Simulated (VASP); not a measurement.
A run of VASP 6.6.1:

Contents of INCAR:

```
ALGO = Fast
DIPOL = 0.5 0.5 0.500
EDIFF = 1E-7
ENCUT = 520
GGA = PE
IDIPOL = 3
ISIF = 2
ISMEAR = -1
LASPH = True
LCHARG = False
LDIPOL = True
LREAL = False
LWAVE = False
NBANDS = 62
NELM = 100
PREC = Accurate
SIGMA = 0.15
```

File KPOINTS:

```
k-points
0
Gamma
  4 6 1
```

File POSCAR:

```
Nb
1.0
    4.7063613917      0.0000000000      0.0000000000
    0.0000000000      2.8820460000      0.0000000000
    0.0000000000      0.0000000000     21.5102668553
Nb
8
Direct
    0.0000000000      0.0000000000      0.2789365674
    0.5000000000      0.6666666771      0.3420975481
    1.0000000000      0.3333333542      0.4052585289
    0.5000000000      0.0000000313      0.4684195096
    1.0000000000      0.6666667084      0.5315804904
    0.5000000000      0.3333333855      0.5947414711
    0.0000000000      0.0000000626      0.6579024519
    0.5000000000      0.6666667398      0.7210634326
```

Potentials or basis: VASP PAW PBE potentials, release 64 (Nb_sv).

Command:

```bash
$ cat potpaw_PBE.64/Nb_sv/POTCAR > POTCAR
$ mpirun -np 1 vasp_std > vasp.out
```

Hardware: 1 thread of Intel(R) Xeon(R) 6975P-C (Granite Rapids), on a shared host.

How long does it take, and how much memory?

It took 12 min on 1 thread of Intel(R) Xeon(R) 6975P-C (Granite Rapids), on a shared host, peak memory 0.42 GiB. Counts: scf iterations 71, k points 12.
